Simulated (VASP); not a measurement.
Computed with PBEsol GGA, VASP's PBE PAW potentials (set 64) (plane waves; VASP 6.6.1).

A VASP calculation is set up with these files.

**KPOINTS**
```
Automatic mesh
0
Gamma
10 10 3
0 0 0
```

### INCAR
```
IBRION=2
EDIFF=1E-6   ! SCF stop (eV)
LCHARG=.FALSE.
ISMEAR=1   ! Methfessel-Paxton
NELM=100   ! most electronic steps
LWAVE=.FALSE.
LASPH=.TRUE.
NSW=60   ! most ionic steps
ENCUT=400   ! plane-wave cut-off (eV)
ALGO=Normal   ! blocked Davidson
PREC=Accurate
SIGMA=0.1   ! width (eV)
LREAL=.FALSE.   ! projection in real space or not
LMAXMIX=6   ! l cut-off of mixed one-centre charges
GGA=PS
ISIF=3   ! ions, shape and volume
EDIFFG=-0.02
SYSTEM=WSb
```

File POSCAR:
```
WSb
1
    3.0431743276    -0.0000000000    -0.0000000000
   -1.5215871638     2.6354663356     0.0000000000
   -0.0000000000    -0.0000000000     9.6998926378
W Sb
2 2
Direct
  0.3333330000   0.6666670000   0.0489206508
  0.6666670000   0.3333330000   0.5489206508
  0.3333330000   0.6666670000   0.3260793492
  0.6666670000   0.3333330000   0.8260793492
```

POTCAR, in this order: W_sv Sb (PBE.64 set). Program: vasp_std.

The resulting files:

OSZICAR:
```
       N       E                     dE             d eps       ncg     rms          rms(c)
DAV:   1     0.346039805085E+03    0.34604E+03   -0.18393E+04  1432   0.137E+03
DAV:   2    -0.200296311486E+02   -0.36607E+03   -0.36187E+03  1526   0.422E+02
DAV:   3    -0.343240826472E+02   -0.14294E+02   -0.13971E+02  1617   0.828E+01
DAV:   4    -0.346287352912E+02   -0.30465E+00   -0.30344E+00  1671   0.133E+01
DAV:   5    -0.346355819190E+02   -0.68466E-02   -0.68438E-02  1694   0.156E+00    0.228E+01
DAV:   6    -0.334997585211E+02    0.11358E+01   -0.38786E+00  1603   0.135E+01    0.783E+00
DAV:   7    -0.332303347234E+02    0.26942E+00   -0.92367E-01  1549   0.467E+00    0.272E+00
DAV:   8    -0.331948900568E+02    0.35445E-01   -0.15462E-01  1575   0.234E+00    0.576E-01
DAV:   9    -0.331917245867E+02    0.31655E-02   -0.70531E-03  1544   0.619E-01    0.266E-01
DAV:  10    -0.331914518451E+02    0.27274E-03   -0.69293E-04  1617   0.236E-01    0.482E-02
DAV:  11    -0.331914444095E+02    0.74356E-05   -0.11029E-04  1804   0.732E-02    0.190E-02
DAV:  12    -0.331914429323E+02    0.14772E-05   -0.15050E-05  1386   0.242E-02    0.514E-03
DAV:  13    -0.331914420322E+02    0.90012E-06   -0.79557E-07   896   0.764E-03
   1 F= -.33191442E+02 E0= -.33189008E+02  d E =-.331914E+02
       N       E                     dE             d eps       ncg     rms          rms(c)
DAV:   1    -0.339040080050E+02   -0.71257E+00   -0.19031E+01  1361   0.459E+01    0.603E+00
DAV:   2    -0.333228589618E+02    0.58115E+00   -0.21608E+00  1379   0.119E+01    0.162E+00
DAV:   3    -0.332345498993E+02    0.88309E-01   -0.28798E-01  1611   0.331E+00    0.918E-01
DAV:   4    -0.332321016764E+02    0.24482E-02   -0.15914E-02  1660   0.857E-01    0.628E-01
DAV:   5    -0.332313046071E+02    0.79707E-03   -0.34733E-03  1534   0.383E-01    0.991E-02
DAV:   6    -0.332312293469E+02    0.75260E-04   -0.52705E-04  1572   0.151E-01    0.415E-02
DAV:   7    -0.332312215282E+02    0.78187E-05   -0.39271E-05  1543   0.438E-02    0.173E-02
DAV:   8    -0.332312205303E+02    0.99790E-06   -0.34778E-06  1254   0.136E-02
   2 F= -.33231221E+02 E0= -.33229501E+02  d E =-.397785E-01
       N       E                     dE             d eps       ncg     rms          rms(c)
DAV:   1    -0.332589174287E+02   -0.27696E-01   -0.69702E-01  1354   0.870E+00    0.121E+00
DAV:   2    -0.332363270859E+02    0.22590E-01   -0.78698E-02  1365   0.232E+00    0.312E-01
DAV:   3    -0.332334104150E+02    0.29167E-02   -0.84648E-03  1611   0.613E-01    0.197E-01
DAV:   4    -0.332333170086E+02    0.93406E-04   -0.58239E-04  1604   0.167E-01    0.111E-01
DAV:   5    -0.332333089572E+02    0.80513E-05   -0.92552E-05  1598   0.700E-02    0.248E-02
DAV:   6    -0.332333114030E+02   -0.24458E-05   -0.78975E-06  1303   0.194E-02    0.657E-03
DAV:   7    -0.332333114548E+02   -0.51740E-07   -0.71060E-07   868   0.799E-03
   3 F= -.33233311E+02 E0= -.33231134E+02  d E =-.418694E-01
       N       E                     dE             d eps       ncg     rms          rms(c)
DAV:   1    -0.333118861063E+02   -0.78575E-01   -0.40259E+00  1428   0.257E+01    0.315E+00
DAV:   2    -0.332412960124E+02    0.70590E-01   -0.77996E-01  1510   0.683E+00    0.686E-01
DAV:   3    -0.332292149027E+02    0.12081E-01   -0.59027E-02  1485   0.141E+00    0.369E-01
DAV:   4    -0.332266792461E+02    0.25357E-02   -0.72324E-03  1554   0.669E-01    0.193E-01
DAV:   5    -0.332266264300E+02    0.52816E-04   -0.54928E-04  1753   0.194E-01    0.111E-01
DAV:   6    -0.332266110921E+02    0.15338E-04   -0.19476E-04  1548   0.861E-02    0.735E-03
DAV:   7    -0.332266109933E+02    0.98811E-07   -0.88755E-06  1241   0.212E-02
   4 F= -.33226611E+02 E0= -.33225844E+02  d E =0.670046E-02
       N       E                     dE             d eps       ncg     rms          rms(c)
DAV:   1    -0.332682048769E+02   -0.41594E-01   -0.14613E+00  1422   0.155E+01    0.183E+00
DAV:   2    -0.332431139691E+02    0.25091E-01   -0.26624E-01  1466   0.402E+00    0.434E-01
DAV:   3    -0.332391633167E+02    0.39507E-02   -0.16702E-02  1470   0.796E-01    0.212E-01
DAV:   4    -0.332382919355E+02    0.87138E-03   -0.22236E-03  1565   0.351E-01    0.110E-01
DAV:   5    -0.332382588320E+02    0.33104E-04   -0.15352E-04  1734   0.104E-01    0.566E-02
DAV:   6    -0.332382455395E+02    0.13292E-04   -0.41474E-05  1543   0.439E-02    0.541E-03
DAV:   7    -0.332382458980E+02   -0.35850E-06   -0.16888E-06  1071   0.965E-03
   5 F= -.33238246E+02 E0= -.33236590E+02  d E =-.493444E-02
       N       E                     dE             d eps       ncg     rms          rms(c)
DAV:   1    -0.332402292242E+02   -0.19837E-02   -0.12097E-01  1429   0.415E+00    0.320E-01
DAV:   2    -0.332388132806E+02    0.14159E-02   -0.15930E-02  1424   0.101E+00    0.106E-01
DAV:   3    -0.332384840647E+02    0.32922E-03   -0.11687E-03  1591   0.221E-01    0.502E-02
DAV:   4    -0.332384337816E+02    0.50283E-04   -0.17317E-04  1596   0.846E-02    0.219E-02
DAV:   5    -0.332384322899E+02    0.14917E-05   -0.14530E-05  1555   0.289E-02    0.148E-02
DAV:   6    -0.332384309342E+02    0.13557E-05   -0.26091E-06  1191   0.119E-02    0.263E-03
DAV:   7    -0.332384308780E+02    0.56166E-07   -0.70873E-07   756   0.713E-03
   6 F= -.33238431E+02 E0= -.33236712E+02  d E =-.184980E-03
       N       E                     dE             d eps       ncg     rms          rms(c)
DAV:   1    -0.332388094547E+02   -0.37852E-03   -0.17621E-02  1429   0.158E+00    0.125E-01
DAV:   2    -0.332385968753E+02    0.21258E-03   -0.23982E-03  1410   0.388E-01    0.393E-02
DAV:   3    -0.332385478736E+02    0.49002E-04   -0.18394E-04  1584   0.857E-02    0.197E-02
DAV:   4    -0.332385403806E+02    0.74930E-05   -0.27471E-05  1579   0.340E-02    0.825E-03
DAV:   5    -0.332385403329E+02    0.47695E-07   -0.23290E-06  1079   0.117E-02
   7 F= -.33238540E+02 E0= -.33236844E+02  d E =-.294435E-03
```

**OUTCAR**
```
------------------------ aborting loop because EDIFF is reached ----------------------------------------
  FORCE on cell =-STRESS in cart. coord.  units (eV):
  Direction    XX          YY          ZZ          XY          YZ          ZX
  --------------------------------------------------------------------------------------
  Total       -0.0002007     -0.0002007     -0.0091704      0.0000000     -0.0000000      0.0000000
  in kB       -0.0040516     -0.0040516     -0.1851070      0.0000000     -0.0000000      0.0000000
  external PRESSURE =      -0.0644034 kB  Pullay stress =       0.0000000 kB
  volume of cell :       79.37
      direct lattice vectors                 reciprocal lattice vectors
     3.092426598  0.000000000  0.000000000     0.323370650  0.186698128  0.000000000
    -1.546213299  2.678120056  0.000000000    -0.000000000  0.373396255  0.000000000
    -0.000000000 -0.000000000  9.583975327    -0.000000000 -0.000000000  0.104340836
 POSITION                                       TOTAL-FORCE (eV/Angst)
 -----------------------------------------------------------------------------------
     -0.00000      1.78541      0.44820         0.000000     -0.000000     -0.000675
      1.54621      0.89271      5.24019        -0.000000      0.000000     -0.000675
     -0.00000      1.78541      3.14579        -0.000000     -0.000000      0.000675
      1.54621      0.89271      7.93778        -0.000000     -0.000000      0.000675
 -----------------------------------------------------------------------------------
    total drift:                               -0.001853      0.001070     -0.003030
  FREE ENERGIE OF THE ION-ELECTRON SYSTEM (eV)
  ---------------------------------------------------
  free  energy   TOTEN  =       -33.2385403329 eV

  energy  without entropy=      -33.2334520847  energy(sigma->0) =      -33.23684425

 reached required accuracy - stopping structural energy minimisation
```
(Selected blocks of OUTCAR.)

**CONTCAR**
```
WSb
   1.00000000000000
     3.0924265980290730    0.0000000000000000    0.0000000000000000
    -1.5462132990145365    2.6781200558736127    0.0000000000000000
    -0.0000000000000000   -0.0000000000000000    9.5839753271267387
  W               Sb
     2     2
Direct
     0.3333330000000032    0.6666669999999968    0.0467654044854050
     0.6666669999999968    0.3333330000000032    0.5467654044854049
     0.3333330000000032    0.6666669999999968    0.3282345955145950
     0.6666669999999968    0.3333330000000032    0.8282345955145951
```

Energy and stress use the plane-wave basis of the starting cell.

The structure was generated: WSb was put into the wurtzite type (P6_3mc), which need not be its known phase. This run relaxes it. Symmetry was kept, so distortions that lower it aren't found. The start is the result of an earlier pass.
